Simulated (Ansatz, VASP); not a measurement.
CrPb7S8: VASP beside Ansatz

```
Cr Pb S
1.0
     0.00000    5.92370    5.92370
     5.92370    0.00000    5.92370
     5.92370    5.92370    0.00000
Cr Pb S
1 7 8
Direct
  0.00000 0.00000 0.00000
  0.00000 0.00000 0.50000
  0.00000 0.50000 0.00000
  0.00000 0.50000 0.50000
  0.50000 0.00000 0.00000
  0.50000 0.00000 0.50000
  0.50000 0.50000 0.00000
  0.50000 0.50000 0.50000
  0.25000 0.25000 0.25000
  0.23685 0.23685 0.76315
  0.23685 0.76315 0.23685
  0.23685 0.76315 0.76315
  0.76315 0.23685 0.23685
  0.76315 0.23685 0.76315
  0.76315 0.76315 0.23685
  0.75000 0.75000 0.75000
```

Alike in both runs: task single point; functional PBEsol; k mesh 3 × 3 × 3; occupations gaussian, width 0.05 eV; no spin polarisation.

|  | VASP | Ansatz |
| --- | --- | --- |
| version | VASP 6.6.1 | Ansatz 0.2.0 |
| potentials or method | VASP PAW PBE potentials, release 64 (Cr_pv, Pb_d, S) | scalar-relativistic, plane waves, PAW |
| plane-wave cutoff (eV) | 520 | 420 |
| valence electrons in the cell | 158 | 160 |

VASP gave:

```
gap on the k mesh at the Fermi level (eV) : none
pressure (GPa)                            : -4.4
rms of the force components (eV/Å)        : 0.195
```

**Question.** Estimate Ansatz's values.

**Answer.** gap on the k mesh at the Fermi level (eV): none; pressure (GPa): -4.4; rms of the force components (eV/Å): 0.198.

Atom by atom the forces differ by 0.003 eV/Å (rms over components). A gap of «none» marks a metal or a gap that the smearing closes. The functional is the same, so the differences come from potentials, cutoffs and numerics. The two sets of potentials don't hold the same shells in valence.

Caveats: the PAW data sets were made with another functional, which shifts forces and pressure a little (VASP); the run has no spin polarisation, though such a crystal can be magnetic. Spin polarisation is off, so any magnetic state and its effect on volume and gap are missing. The runs have no spin-orbit coupling, so splittings on Pb are missing.
